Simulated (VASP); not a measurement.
Level of theory: SCAN meta-GGA, VASP's PBE PAW potentials (set 64) (plane waves; VASP).

The input files of a VASP run:

### POSCAR
```
Fe
1
   -1.4500129063     1.4500129063     1.4500129063
    1.4500129063    -1.4500129063     1.4500129063
    1.4500129063     1.4500129063    -1.4500129063
Fe
1
Direct
  0.0000000000   0.0000000000   0.0000000000
```

### INCAR
```
SYSTEM=Fe
PREC=Accurate; ENCUT=520; LREAL=F
LASPH=T
EDIFF=1E-7; NELM=100; ALGO=Normal
LMAXMIX=4; LMIXTAU=T
ISMEAR=1; SIGMA=0.1
METAGGA=SCAN
ISPIN=2; MAGMOM=2.6
ISIF=2
LWAVE=F; LCHARG=F; LORBIT=10
```

### KPOINTS
```
Automatic
0
gamma
  18 18 18
```

POTCAR, in this order: Fe (PBE.64 set). Program: vasp_std.

Output of the run:

OSZICAR:
```
       N       E                     dE             d eps       ncg     rms          rms(c)
DAV:   1     0.722346779010E+01    0.72235E+01   -0.42049E+03  7293   0.109E+03
DAV:   2    -0.196608774332E+02   -0.26884E+02   -0.24975E+02  7059   0.135E+02
DAV:   3    -0.200249410673E+02   -0.36406E+00   -0.36267E+00  7773   0.220E+01
DAV:   4    -0.200271169866E+02   -0.21759E-02   -0.21758E-02  7728   0.160E+00
DAV:   5    -0.200271423155E+02   -0.25329E-04   -0.25329E-04  7641   0.157E-01    0.126E+01
DAV:   6    -0.182109956161E+02    0.18161E+01   -0.27460E+01  7523   0.841E+01    0.104E+01
DAV:   7    -0.180668203110E+02    0.14418E+00   -0.33769E+00  8113   0.270E+01    0.544E+00
DAV:   8    -0.180697401783E+02   -0.29199E-02   -0.32027E-02  7687   0.245E+00    0.169E+00
DAV:   9    -0.180640413032E+02    0.56989E-02   -0.24140E-02  7478   0.182E+00    0.458E-01
DAV:  10    -0.180649277956E+02   -0.88649E-03   -0.73821E-03  7234   0.114E+00    0.169E-01
DAV:  11    -0.180649818682E+02   -0.54073E-04   -0.80181E-04  7369   0.415E-01    0.731E-02
DAV:  12    -0.180649263488E+02    0.55519E-04   -0.21973E-04  7315   0.208E-01    0.545E-02
DAV:  13    -0.180649336691E+02   -0.73203E-05   -0.58246E-05  7196   0.102E-01    0.190E-02
DAV:  14    -0.180649468085E+02   -0.13139E-04   -0.11269E-05  7247   0.441E-02    0.580E-03
DAV:  15    -0.180649496113E+02   -0.28028E-05   -0.31269E-06  6923   0.208E-02    0.234E-03
DAV:  16    -0.180649459959E+02    0.36154E-05   -0.27068E-07  7142   0.720E-03    0.195E-03
DAV:  17    -0.180649461851E+02   -0.18919E-06   -0.13099E-07  5313   0.449E-03    0.847E-04
DAV:  18    -0.180649470869E+02   -0.90182E-06   -0.13222E-08  3554   0.175E-03    0.195E-04
DAV:  19    -0.180649473216E+02   -0.23470E-06   -0.14447E-09  3549   0.459E-04    0.153E-04
DAV:  20    -0.180649473886E+02   -0.67012E-07   -0.48045E-10  3541   0.292E-04
   1 F= -.18064947E+02 E0= -.18064853E+02  d E =-.281866E-03  mag=     2.6478
```

OUTCAR:
```
------------------------ aborting loop because EDIFF is reached ----------------------------------------
  FORCE on cell =-STRESS in cart. coord.  units (eV):
  Direction    XX          YY          ZZ          XY          YZ          ZX
  --------------------------------------------------------------------------------------
  Total       -0.7693983     -0.7693983     -0.7693983     -0.0000000     -0.0000000      0.0000000
  in kB     -101.0848879   -101.0848879   -101.0848879     -0.0000000     -0.0000000      0.0000000
  external PRESSURE =    -101.0848879 kB  Pullay stress =       0.0000000 kB
  volume of cell :       12.19
      direct lattice vectors                 reciprocal lattice vectors
    -1.450012906  1.450012906  1.450012906     0.000000000  0.344824517  0.344824517
     1.450012906 -1.450012906  1.450012906     0.344824517  0.000000000  0.344824517
     1.450012906  1.450012906 -1.450012906     0.344824517  0.344824517  0.000000000
 POSITION                                       TOTAL-FORCE (eV/Angst)
 -----------------------------------------------------------------------------------
      0.00000      0.00000      0.00000         0.000000      0.000000      0.000000
 -----------------------------------------------------------------------------------
    total drift:                                0.000000     -0.000000      0.000000
  FREE ENERGIE OF THE ION-ELECTRON SYSTEM (eV)
  ---------------------------------------------------
  free  energy   TOTEN  =       -18.0649473886 eV

  energy  without entropy=      -18.0646655227  energy(sigma->0) =      -18.06485343

 total charge

# of ion       s       p       d       tot
------------------------------------------
    1        0.473   0.509   6.179   7.162

 magnetization (x)

# of ion       s       p       d       tot
------------------------------------------
    1       -0.018  -0.087   2.788   2.683
```
(Selected blocks of OUTCAR.)

**OUTCAR**
```
 val. band max:        5.0968684064   @ k =  -0.2222   0.2222   0.0556

 cond. band min:       5.1080311090   @ k =  -0.3333   0.3889   0.1111


 Fermi energy:         5.1028867082

 spin component 1

 k-point     1 :       0.0000    0.0000    0.0000
  band No.  band energies     occupation
      1      -3.3941      1.00000
      2       2.2397      1.00000
      3       2.2397      1.00000
      4       2.2404      1.00000
      5       3.3074      1.00000
      6       3.3076      1.00000
      7      30.2031      0.00000
      8      30.2031      0.00000
      9      30.2035      0.00000

 k-point     2 :       0.0556    0.0000    0.0000
  band No.  band energies     occupation
      1      -3.2687      1.00000
      2       2.2090      1.00000
      3       2.2387      1.00000
      4       2.3022      1.00000
      5       3.2772      1.00000
      6       3.3098      1.00000
      7      29.2222      0.00000
      8      29.9855      0.00000
      9      30.0520      0.00000

 k-point     3 :       0.1111    0.0000    0.0000
  band No.  band energies     occupation
      1      -2.9000      1.00000
      2       2.1212      1.00000
      3       2.2265      1.00000
      4       2.4836      1.00000
      5       3.2067      1.00000
      6       3.3172      1.00000
      7      27.0451      0.00000
      8      29.2391      0.00000
      9      29.6879      0.00000

 k-point     4 :       0.1667    0.0000    0.0000
  band No.  band energies     occupation
      1      -2.3143      1.00000
      2       1.9887      1.00000
      3       2.1885      1.00000
      4       2.7699      1.00000
      5       3.1483      1.00000
      6       3.3308      1.00000
      7      24.4437      0.00000
      8      28.0814      0.00000
      9      29.2604      0.00000

 k-point     5 :       0.2222    0.0000    0.0000
  band No.  band energies     occupation
      1      -1.5735      1.00000
...
```

The compound is Fe in the bcc structure. This cell is one point of a volume scan, at 1.06 of the reference volume.
